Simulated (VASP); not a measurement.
An input for Quantum ESPRESSO's pw.x (written as the equivalent of a VASP run, and not itself run):

```
&CONTROL
  calculation = 'relax'
  pseudo_dir = './pseudo'
  outdir = './out'
  tprnfor = .true.
  tstress = .true.
  nstep = 30
  forc_conv_thr = 0.00039
/
&SYSTEM
  ibrav = 0
  nat = 2
  ntyp = 2
  ecutwfc = 82
  occupations = 'smearing'
  smearing = 'methfessel-paxton'
  degauss = 0.00735
  input_dft = 'pbesol'
/
&ELECTRONS
  conv_thr = 7.3e-09
  electron_maxstep = 100
/
&IONS
/
ATOMIC_SPECIES
  Nb 92.906 Nb.upf
  C 12.011 C.upf
CELL_PARAMETERS angstrom
     0.0000000    2.2908019    2.2908019
     2.2908019    0.0000000    2.2908019
     2.2908019    2.2908019    0.0000000
ATOMIC_POSITIONS crystal
  Nb   0.0000000  0.0000000  0.0000000
  C    0.5000000  0.5000000  0.5000000
K_POINTS automatic
  14 14 14 0 0 0
```

Problem. Translate this input to VASP (INCAR, KPOINTS, POSCAR, choice of POTCAR).

Solution. Several could match; the one computed here: 
**POSCAR**
```
NbC
1
    0.0000000000     2.2908018883     2.2908018883
    2.2908018883     0.0000000000     2.2908018883
    2.2908018883     2.2908018883     0.0000000000
Nb C
1 1
Direct
  0.0000000000   0.0000000000   0.0000000000
  0.5000000000   0.5000000000   0.5000000000
```

INCAR:
```
SYSTEM = NbC
PREC = Accurate
ENCUT = 600
EDIFF = 1E-7
NELM = 100
ALGO = Normal
LREAL = .FALSE.
LASPH = .TRUE.
ISMEAR = 1
SIGMA = 0.1
GGA = PS
LMAXMIX = 4
LWAVE = .FALSE.
LCHARG = .FALSE.
ISIF = 2
IBRION = 2
NSW = 30
EDIFFG = -0.01
```

File KPOINTS:
```
Automatic
0
Gamma
 14 14 14
```

POTCAR, in this order: Nb_sv C (PBE.64 set). Program: vasp_std.

The two are equivalent in intent, not identical: the potentials are each code's own (VASP's PAW set, PseudoDojo norm-conserving files in pw.x), so ENCUT and ecutwfc are chosen apart and not converted; conv_thr bounds pw.x's estimated SCF error, while EDIFF bounds the energy change between steps; forc_conv_thr acts on force components and is met together with etot_conv_thr.

The compound is NbC in the rock salt structure. This cell was strained or had an atom moved on purpose.
